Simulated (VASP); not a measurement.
Data:

```
CELL_PARAMETERS angstrom
      0.00000     2.23759     2.23759
      2.23759     0.00000     2.23759
      8.95735     8.95735    -0.00700
ATOMIC_POSITIONS crystal
  Sc 0.99484 0.99484 0.00387
  Sc 0.00000 0.00000 0.25000
  Sc 0.00516 0.00516 0.49613
  N  0.50097 0.50097 0.12427
  N  0.49903 0.49903 0.37573
  N  0.49542 0.49542 0.62844
  N  0.50458 0.50458 0.87156
  Hf 0.00000 0.00000 0.75000
```

These are PBEsol GGA, VASP's PBE PAW potentials (set 64) (plane waves; VASP) values and carry that method's errors. Settings: 520 eV cut-off, Gaussian smearing of 0.050 eV, potentials Sc_sv N Hf_pv.

Unless said otherwise, spin-orbit coupling is left out, though it shifts the bands of the heavy elements here.

Problem. Estimate the band gap (along the path) with the smallest direct gap where there is one.

Solution. 
| Quantity | Value |
|---|---|
| band gap (along the path) | none (metal, semimetal or under 0.01 eV) |

The structure was generated: HfSc3N4 was put into an ordered model structure (R-3m), which need not be its known phase. It was relaxed first. The electron count is odd and the run is not spin-polarised, which forces a metal.
